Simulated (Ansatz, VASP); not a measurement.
# Ba2Hf3Al8O8 (2 units of BaHfO3 (001), HfO2 faces on Al(100)): VASP beside Ansatz

Wanted: the spread between two codes on one cell, functional and k mesh. Valence electrons are named where the data sets of a main pair hold unlike numbers.

Method: plane waves, with VASP 6.6.1 beside it; single point at PBEsol, in Ansatz 0.2.0.

## 1. The structure

The cell holds 21 atoms: 8 Al, 3 Hf, 8 O and 2 Ba. Its edges and angles: a = 4.170 Å, b = 4.170 Å, c = 34.275 Å, α = 90.0°, β = 90.0°, γ = 90.0°. Vacuum lies along c.

## 2. VASP: single point, PBEsol

A single point gives forces, pressure and levels at one fixed geometry, so differences don't come from the geometry; what else differs is listed under the comparison.

Lines of VASP's logs that name or quote its potential files are left out, and so is its time.

INCAR reads:

```
SYSTEM = Ba2Hf3Al8O8
PREC = Normal
ENCUT = 400
EDIFF = 1E-06
NELM = 120
ISMEAR = -1
SIGMA = 0.1
LREAL = Auto
ALGO = Fast
GGA = PS
NBANDS = 98
LORBIT = 11
LWAVE = .FALSE.
LCHARG = .TRUE.
IDIPOL = 3
LDIPOL = .TRUE.
DIPOL = 0.5 0.5 0.514
LVHAR = .TRUE.
LVACPOTAV = .TRUE.
LELF = .TRUE.
NEDOS = 1500
```

POSCAR reads:

```
Ba2Hf3Al8O8
1.0
    4.1700000000      0.0000000000      0.0000000000
    0.0000000000      4.1700000000      0.0000000000
    0.0000000000      0.0000000000     34.2747367139
Al Hf O Ba
8 3 8 2
Direct
    0.0000000000      0.5000000000      0.2605899480
    0.5000000000      0.0000000000      0.2618688757
    0.0000000000      0.0000000000      0.3195867393
    0.5000000000      0.5000000000      0.3195867393
    0.0000000000      0.5000000000      0.3781519970
    0.5000000000      0.0000000000      0.3771087027
    0.0000000000      0.0000000000      0.4365988888
    0.5000000000      0.5000000000      0.4365988888
    0.5000000000      0.0000000000      0.4956344471
    0.5000000000      0.0000000000      0.6157033143
    0.5000000000      0.0000000000      0.7339512752
    0.0000000000      0.0000000000      0.4958784867
    0.5000000000      0.5000000000      0.4958784867
    0.5000000000      0.0000000000      0.5557610501
    0.0000000000      0.0000000000      0.6158585352
    0.5000000000      0.5000000000      0.6158585352
    0.5000000000      0.0000000000      0.6769027809
    0.0000000000      0.0000000000      0.7355159418
    0.5000000000      0.5000000000      0.7355159418
    0.0000000000      0.5000000000      0.5559758042
    0.0000000000      0.5000000000      0.6795305544
```

KPOINTS reads:

```
Automatic mesh
0
Gamma
8 8 1
0 0 0
```

PAW data sets: Al, Hf, O and Ba_sv (PBE family, release 64).

Launch:

```
$ mpirun -np 4 vasp_std
```

Numbers of over 12 decimals in the logs are rounded to 6 here.

Log:

```text
[banner, memory and clock lines left out]
running    4 mpi-ranks, on    1 nodes
 distrk:  each k-point on    4 cores,    1 groups
 distr:  one band on    1 cores,    4 groups

 POSCAR found type information on POSCAR AlHfO Ba
 POSCAR found :  4 types and      21 ions
|                                                                             |
|               ----> ADVICE to this user running VASP <----                  |
|                                                                             |
|     You enforced a specific xc type in the INCAR file but a different       |
|     [... a line on the potential file left out ...]
|     I HOPE YOU KNOW WHAT YOU ARE DOING!                                     |
|                                                                             |

 LDA part: xc-table for (Slater+PW92), standard interpolation
|                                                                             |
|           W    W    AA    RRRRR   N    N  II  N    N   GGGG   !!!           |
|           W    W   A  A   R    R  NN   N  II  NN   N  G    G  !!!           |
|           W    W  A    A  R    R  N N  N  II  N N  N  G       !!!           |
|           W WW W  AAAAAA  RRRRR   N  N N  II  N  N N  G  GGG   !            |
|           WW  WW  A    A  R   R   N   NN  II  N   NN  G    G                |
|           W    W  A    A  R    R  N    N  II  N    N   GGGG   !!!           |
|                                                                             |
|     The number of bands has been changed from the values supplied in        |
|     The orbitals not found in the WAVECAR file will be initialized with     |
|     random numbers, which is usually adequate. For correlated               |
|     calculations, however, you should redo the groundstate calculation.     |
|     I found NBANDS = 98. Now, NBANDS = 100.                                 |
|                                                                             |

 POSCAR, INCAR and KPOINTS ok, starting setup
 FFT: planning ... GRIDC
 FFT: planning ... GRID_SOFT
 FFT: planning ... GRID
 WAVECAR not read
 entering main loop
       N       E                     dE             d eps       ncg     rms          rms(c)
DAV:   1     0.567948387619E+03    0.56795E+03   -0.36394E+04  3080   0.698E+02
DAV:   2    -0.910992949860E+02   -0.65905E+03   -0.61781E+03  3956   0.191E+02
DAV:   3    -0.168351812810E+03   -0.77253E+02   -0.76179E+02  3952   0.661E+01
DAV:   4    -0.170408614972E+03   -0.20568E+01   -0.20488E+01  4296   0.105E+01
DAV:   5    -0.170479172549E+03   -0.70558E-01   -0.70521E-01  4592   0.160E+00    0.464E+01
RMM:   6    -0.155997999177E+03    0.14481E+02   -0.53495E+01  3747   0.144E+01    0.245E+01
RMM:   7    -0.236768781997E+03   -0.80771E+02   -0.61633E+00  3953   0.500E+00    0.235E+01
RMM:   8    -0.301441802361E+03   -0.64673E+02   -0.37686E+01  4596   0.645E+00    0.612E+01
RMM:   9    -0.158239985085E+03    0.14320E+03   -0.97251E+00  3955   0.547E+00    0.131E+01
RMM:  10    -0.154820655363E+03    0.34193E+01   -0.13156E+00  3775   0.273E+00    0.866E+00
RMM:  11    -0.152741692933E+03    0.20790E+01   -0.12940E+00  3920   0.202E+00    0.464E+00
RMM:  12    -0.152018513994E+03    0.72318E+00   -0.92301E-01  3965   0.163E+00    0.225E+00
RMM:  13    -0.151883998463E+03    0.13452E+00   -0.11676E-01  4204   0.671E-01    0.249E+00
RMM:  14    -0.151634628324E+03    0.24937E+00   -0.13857E-01  4076   0.615E-01    0.160E+00
[...]
RMM:  30    -0.151328775323E+03    0.12327E-04   -0.95587E-06  4441   0.426E-03    0.101E-02
RMM:  31    -0.151328772299E+03    0.30238E-05   -0.31786E-06  3883   0.264E-03    0.929E-03
RMM:  32    -0.151328735894E+03    0.36405E-04   -0.49358E-06  4020   0.320E-03    0.796E-03
RMM:  33    -0.151328709024E+03    0.26870E-04   -0.51052E-06  3995   0.323E-03    0.658E-03
RMM:  34    -0.151328679139E+03    0.29885E-04   -0.12313E-05  4404   0.500E-03    0.318E-03
RMM:  35    -0.151328671944E+03    0.71955E-05   -0.48122E-06  4102   0.324E-03    0.159E-03
RMM:  36    -0.151328669994E+03    0.19493E-05   -0.25122E-06  3719   0.230E-03    0.799E-04
RMM:  37    -0.151328670308E+03   -0.31353E-06   -0.74383E-07  3165   0.139E-03
|                                                                             |
|           W    W    AA    RRRRR   N    N  II  N    N   GGGG   !!!           |
|           W    W   A  A   R    R  NN   N  II  NN   N  G    G  !!!           |
|           W    W  A    A  R    R  N N  N  II  N N  N  G       !!!           |
|           W WW W  AAAAAA  RRRRR   N  N N  II  N  N N  G  GGG   !            |
|           WW  WW  A    A  R   R   N   NN  II  N   NN  G    G                |
|           W    W  A    A  R    R  N    N  II  N    N   GGGG   !!!           |
|                                                                             |
|     Did not find any points to average over, which means that no vacuum     |
|     field-free region was found. Please increase the size of  your cell     |
|     in the dimension of the dipole correction to obtain accurate            |
|     workfunction values.                                                    |
|                                                                             |

   1 F= -.15132867E+03 E0= -.15125756E+03  d E =-.142215E+00
```

From OUTCAR (step 2):

```text
ion  position               nearest neighbor table
   1  0.000  0.500  0.261-   3 2.90   4 2.90   3 2.90   4 2.90   2 2.95   2 2.95   2 2.95   2 2.95

  LATTYP: Found a simple tetragonal cell.
 ALAT       =     4.1700000000
 C/A-ratio  =     8.2193613223

 Subroutine GETGRP returns: Found  8 space group operations
 (whereof  4 operations were pure point group operations)

The static configuration has the point symmetry C_2v.
 The point group associated with its full space group is C_4v.

 Found     15 irreducible k-points:

   k-points           NKPTS =     15   k-points in BZ     NKDIM =     15   number of bands    NBANDS=    100

   dimension x,y,z NGX =    20 NGY =   20 NGZ =  168
   dimension x,y,z NGXF=    40 NGYF=   40 NGZF=  336

   ENCUT  =  400.0 eV  29.40 Ry    5.42 a.u.   6.80  6.80 55.89*2*pi/ulx,y,z

   NELECT =     104.0000    total number of electrons

 k-points in reciprocal lattice and weights: Automatic mesh
   0.00000000  0.00000000  0.00000000       0.016
   0.12500000  0.00000000  0.00000000       0.062
   0.25000000  0.00000000  0.00000000       0.062
   0.37500000  0.00000000  0.00000000       0.062
   0.50000000  0.00000000  0.00000000       0.031
   0.12500000  0.12500000  0.00000000       0.062
   0.25000000  0.12500000  0.00000000       0.125
   0.37500000  0.12500000  0.00000000       0.125
   0.50000000  0.12500000  0.00000000       0.062
[...]
0.50000000  0.37500000  0.00000000       0.062
   0.50000000  0.50000000  0.00000000       0.016

 dipolmoment           0.000000      0.000000     -0.180994 electrons x Angstroem

 average (electrostatic) potential at core
       1 -78.5336       2 -78.6439       3 -78.5881       4 -78.5881       5 -78.6530
       6 -78.6714       7 -78.5982       8 -78.5982       9 -39.9208      10 -40.1328
      11 -40.3108      12 -74.8815      13 -74.8815      14 -74.5708      15 -74.2488
      16 -74.2488      17 -74.8451      18 -73.7943      19 -73.7943      20 -38.2793
      21 -37.9639

 E-fermi :   1.7828

 k-point     1 :       0.0000    0.0000    0.0000
  band No.  band energies     occupation
    ...
     50       0.3985      2.00000
     51       0.9473      1.99953
     52       1.6256      1.65610
     53       1.6895      1.43546
     54       1.6895      1.43546
     55       1.9267      0.38321
     56       2.3662      0.00584
     57       2.6491      0.00035
     58       2.7718      0.00010
     59       2.7718      0.00010
    ...

 k-point     2 :       0.1250    0.0000    0.0000
  band No.  band energies     occupation
    ...
     49       0.4584      2.00000
     50       0.9494      1.99952
     51       1.1297      1.99709
     52       1.7725      1.05156
     53       1.8625      0.62128
     54       1.9805      0.24326
     55       2.4888      0.00172
     56       2.7284      0.00016
     57       2.8283      0.00006
     58       2.9870      0.00001
    ...

 k-point     3 :       0.2500    0.0000    0.0000
  band No.  band energies     occupation
    ...
     47      -0.3415      2.00000
     48      -0.2716      2.00000
     49       0.7278      1.99995
     50       0.8574      1.99981
     51       1.4077      1.95407
     52       1.9983      0.20778
     53       2.1144      0.07004
     54       2.4342      0.00296
     55       2.9843      0.00001
     56       3.4085      0.00000
    ...

  Total      -13.2750463    -13.2750463     -4.2503353      0.0000000      0.0000000      0.0000000
  in kB      -35.6862069    -35.6862069    -11.4258243      0.0000000      0.0000000      0.0000000
  external PRESSURE =     -27.5994127 kB  Pullay stress =       0.0000000 kB

  energy-cutoff  :      400.00
  volume of cell :      596.00
      direct lattice vectors                 reciprocal lattice vectors
     4.170000000  0.000000000  0.000000000     0.239808153  0.000000000  0.000000000
     0.000000000  4.170000000  0.000000000     0.000000000  0.239808153  0.000000000
     0.000000000  0.000000000 34.274736714     0.000000000  0.000000000  0.029176008

 POSITION                                       TOTAL-FORCE (eV/Angst)
 -----------------------------------------------------------------------------------
      0.00000      2.08500      8.93165         0.000000      0.000000     -0.009442
      2.08500      0.00000      8.97549         0.000000      0.000000     -0.019439
      0.00000      0.00000     10.95375         0.000000      0.000000     -0.006429
      2.08500      2.08500     10.95375         0.000000      0.000000     -0.006429
      0.00000      2.08500     12.96106         0.000000      0.000000     -0.000499
      2.08500      0.00000     12.92530         0.000000      0.000000     -0.005265
      0.00000      0.00000     14.96431         0.000000      0.000000     -0.003066
      2.08500      2.08500     14.96431         0.000000      0.000000     -0.003066
      2.08500      0.00000     16.98774         0.000000      0.000000     -0.003984
      2.08500      0.00000     21.10307         0.000000      0.000000     -0.010327
      2.08500      0.00000     25.15599         0.000000      0.000000      0.016596
      0.00000      0.00000     16.99610         0.000000      0.000000     -0.004364
      2.08500      2.08500     16.99610         0.000000      0.000000     -0.004364
      2.08500      0.00000     19.04856         0.000000      0.000000      0.013145
      0.00000      0.00000     21.10839         0.000000      0.000000      0.012024
      2.08500      2.08500     21.10839         0.000000      0.000000      0.012024
      2.08500      0.00000     23.20066         0.000000      0.000000     -0.023814
      0.00000      0.00000     25.20962         0.000000      0.000000      0.011054
      2.08500      2.08500     25.20962         0.000000      0.000000      0.011054
      0.00000      2.08500     19.05592         0.000000      0.000000      0.008176
      0.00000      2.08500     23.29073         0.000000      0.000000      0.016417
 -----------------------------------------------------------------------------------
    total drift:                                0.000000     -0.000000     -0.002218

  FREE ENERGIE OF THE ION-ELECTRON SYSTEM (eV)
  ---------------------------------------------------
  free  energy   TOTEN  =      -151.3286703079 eV

  energy  without entropy=     -151.1864552760  energy(sigma->0) =     -151.25756279

 vacuum level on the upper side and lower side of the slab         4.346         6.227

 total charge
# of ion       s       p       d       tot
------------------------------------------
    1        0.474   0.276   0.000   0.750
    2        0.473   0.274   0.000   0.748
    3        0.434   0.320   0.000   0.754
    4        0.434   0.320   0.000   0.754
    5        0.440   0.310   0.000   0.750
    6        0.452   0.297   0.000   0.749
    7        0.418   0.340   0.000   0.759
    8        0.418   0.340   0.000   0.759
    9        0.524   0.833   2.310   3.667
   10        0.527   0.886   2.232   3.645
   11        0.521   0.783   2.230   3.534
   12        1.586   3.495   0.000   5.081
   13        1.586   3.495   0.000   5.081
   14        1.581   3.488   0.000   5.069
   15        1.579   3.482   0.000   5.061
   16        1.579   3.482   0.000   5.061
   17        1.581   3.503   0.000   5.084
   18        1.580   3.465   0.000   5.045
   19        1.580   3.465   0.000   5.045
   20        1.998   5.619   0.287   7.903
   21        1.999   5.619   0.303   7.921
--------------------------------------------------
tot         21.764  44.094   7.363  73.220

[... 3 further parts left out ...]
```

Harder data sets than Ba_sv exist (the GW ones), and pressures, volumes and forces can shift noticeably with them. The data set Hf keeps the semicore shell frozen, which is cheaper and a little less accurate.

[end of part 1 of 2]

[Lines on the potential files, build, host, timing and source positions are cut from VASP's logs without a mark.]

[Logs are printed without paths, hosts, clocks, repeated set-up lines and the standing remarks that a program may print on its own settings, such as how far it seeks lower states.]

[Hosts, paths, dates, database ids (printed as entryN), source tags and the programs' standing remarks are cut or masked in the printed files.]
